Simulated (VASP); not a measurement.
Set up this calculation in VASP 6.6.1, as the native input.

```yaml
Task: single point
Functional: PBE
Potentials_or_basis: VASP PAW PBE potentials, release 64 (Rb_sv, W_sv)
Cutoff: 520 eV
k_mesh: 6 × 6 × 2
Occupations: gaussian, width 0.1 eV
Spin: no spin polarisation
Dipole_correction: no
Further_INCAR_settings: ALGO = Normal; EDIFF = 1e-06; NBANDS = 26
```

The structure of RbW2 lies in POSCAR:

```
RbW2
1.0
    3.2092529151      0.0000000000      0.0000000000
   -1.6046264575      2.7792945516      0.0000000000
    0.0000000000      0.0000000000      8.3369902651
Rb W
1 2
Direct
    0.0000000000      0.0000000000      0.5000000000
    0.3333333333      0.6666666667      0.8984997804
    0.6666666667      0.3333333333      0.1015002196
```

The cell was built by a generator and needn't be a form met in nature.

One way to write it, as run:

INCAR

```
SYSTEM = RbW2
  PREC = Accurate
  ENCUT = 520
  EDIFF = 1E-6
  ISMEAR = 0
  SIGMA = 0.1
  LREAL = .False.
  LASPH = .True.
  NELM = 100
  ALGO = Normal
  ISIF = 2
  LWAVE = .False.
  LCHARG = .False.
  GGA = PE
  NBANDS = 26
```

KPOINTS

```
regular mesh
0
Gamma
  6 6 2
  0 0 0
```

Potentials or basis: VASP PAW PBE potentials, release 64 (Rb_sv, W_sv).

Command:

```console
$ cat potpaw_PBE.64/Rb_sv/POTCAR potpaw_PBE.64/W_sv/POTCAR > POTCAR
$ mpirun -np 1 vasp_std > vasp.out
```

Results of the run:

The pressure is 0.4 GPa, the largest force is 0.095 eV/Å and the band gap on the k mesh is none (metal or under the smearing width).

Caveat: the k mesh is coarse (spacing up to 0.38 Å⁻¹), so the values aren't converged.

Run time: 24 s on 1 thread of Intel(R) Xeon(R) Platinum 8488C (Sapphire Rapids) (shared host), peak memory 0.18 GiB.
